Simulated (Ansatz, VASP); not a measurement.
One calculation of TaHPd, two programs

File POSCAR:

```
TaHPd
1.0
    3.0630530000      0.0000000000      0.0000000000
    0.0000000000      3.0630530000      0.0000000000
    0.0000000000      0.0000000000      7.7545650000
Pd Ta H
2 2 2
Direct
    0.0000000000      0.5000000000      0.9000000000
    0.5000000000      0.0000000000      0.1000000000
    0.0000000000      0.5000000000      0.3350000000
    0.5000000000      0.0000000000      0.6650000000
    0.0000000000      0.5000000000      0.6170000000
    0.5000000000      0.0000000000      0.3830000000
```

The input INCAR.step1:

```
SYSTEM = TaHPd
PREC = Accurate
ENCUT = 520
ISMEAR = -1
SIGMA = 0.1
LREAL = .FALSE.
LASPH = .TRUE.
NELM = 60
NBANDS = 31
GGA = PE
ALGO = Normal
EDIFF = 1E-4
LWAVE = .TRUE.
LCHARG = .FALSE.
```

The input INCAR.step2:

```
SYSTEM = TaHPd
PREC = Accurate
ENCUT = 520
EDIFF = 1E-7
ISMEAR = -1
SIGMA = 0.1
LREAL = .FALSE.
LASPH = .TRUE.
NELM = 60
ALGO = Normal
ISIF = 2
LWAVE = .FALSE.
LCHARG = .TRUE.
METAGGA = R2SCAN
LMIXTAU = .TRUE.
LELF = .TRUE.
LVHAR = .TRUE.
NBANDS = 31
ISTART = 1
```

File KPOINTS:

```
Automatic mesh
0
G
  6 6 3
  0 0 0
```

Input for Ansatz:

```yaml
crystal:
  lattice:
    - [3.063053, 0.0, 0.0]
    - [0.0, 3.063053, 0.0]
    - [0.0, 0.0, 7.754565]
  atoms:
    - { symbol: Pd, position: [0.0, 0.5, 0.9] }
    - { symbol: Pd, position: [0.5, 0.0, 0.1] }
    - { symbol: Ta, position: [0.0, 0.5, 0.335] }
    - { symbol: Ta, position: [0.5, 0.0, 0.665] }
    - { symbol: H, position: [0.0, 0.5, 0.617] }
    - { symbol: H, position: [0.5, 0.0, 0.383] }
  symmetry: { tolerance: 0.0003 }
kpoints:
  mp_grid: { grid: [6, 6, 3], shift: [0, 0, 0] }
magnetization:
  spin_polarized: false
scf:
  occupations: { method: fermi_dirac }
  convergence: { dr2_threshold: 1.0e-06 }
hamiltonian:
  pseudopotentials: { kind: paw }
  xc: r2scan
basis:
  ecutwfc: 500
output:
  forces: true
  stress: true
  eigenvalues: true
```

The cell was built by a generator and needn't be a form met in nature.

Alike in both runs: task single point; functional r2SCAN; k mesh 6 × 6 × 3; no spin polarisation.

|  | VASP | Ansatz |
| --- | --- | --- |
| version | VASP 6.6.1 | Ansatz 0.2.0 |
| potentials or method | VASP PAW PBE potentials, release 64 (Pd, Ta_pv, H) | PAW plane waves |
| plane-wave cutoff (eV) | 520 | 500 |
| occupations | fermi-dirac, width 0.1 eV | fermi-dirac |
| valence electrons in the cell | 44 | 64 |

|  | VASP | Ansatz | Ansatz less VASP |
| --- | --- | --- | --- |
| gap on the k mesh at the Fermi level (eV) | none | none | - |
| pressure (GPa) | -9.9 | -10.5 | -0.65 |
| largest component of the traceless stress (GPa) | 2.77 | 2.79 | +0.022 |
| rms of the force components (eV/Å) | 0.543 | 0.538 | -0.0040 |

Atom by atom the forces differ by 0.006 eV/Å (rms over components). A gap of «none» marks a metal or a gap that the smearing closes. The two sets of potentials don't hold the same shells in valence. Ansatz warned: «force_scf_threshold_loose».

Caveats: the PAW data sets were made with another functional, which shifts forces and pressure a little (VASP). Spin-orbit coupling is left out, which matters for the levels of Ta.
